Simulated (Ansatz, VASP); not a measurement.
# LaAl5Cl in VASP and in Ansatz

```
La Al Cl
1.0
     4.99378    0.00000    0.00000
     0.00000    4.99378    0.00000
     0.00000    0.00000    6.42531
La Al Cl
1 5 1
Direct
  0.00000 0.00000 0.00000
  0.00000 0.50000 0.29535
  0.00000 0.50000 0.70465
  0.50000 0.00000 0.29535
  0.50000 0.00000 0.70465
  0.50000 0.50000 0.00000
  0.00000 0.00000 0.50000
```

Change from the starting cell: species swapped into the PrIn5Rh type (P4/mmm, No. 123).

Alike in both runs: functional PBE; k mesh 4 × 4 × 4; occupations gaussian, width 0.1 eV; no spin polarisation.

Ansatz relaxed the structure, and its values are those at the end. VASP's run is a single point on that final structure, the one shown.

|  | VASP | Ansatz |
| --- | --- | --- |
| version | VASP 6.6.1 | Ansatz 0.2.0 |
| potentials or method | VASP PAW PBE potentials, release 64 (La, Al, Cl) | scalar-relativistic, plane waves, PAW |
| plane-wave cutoff (eV) | 520 | 420 |
| valence electrons in the cell | 33 | 33 |

Ansatz gave:

```
gap on the k mesh at the Fermi level (eV) : none
pressure (GPa)                            : 0.1
rms of the force components (eV/Å)        : 0.008
```

**Question.** Which values does VASP return?

**Answer.** gap on the k mesh at the Fermi level (eV): none; pressure (GPa): 0.1; rms of the force components (eV/Å): 0.009.

A gap of «none» marks a metal or a gap that the smearing closes.

Caveats: an odd number of electrons without spin polarisation forces a metal; a magnetic or distorted state may lie lower. The runs have no spin-orbit coupling, so splittings on La are missing.
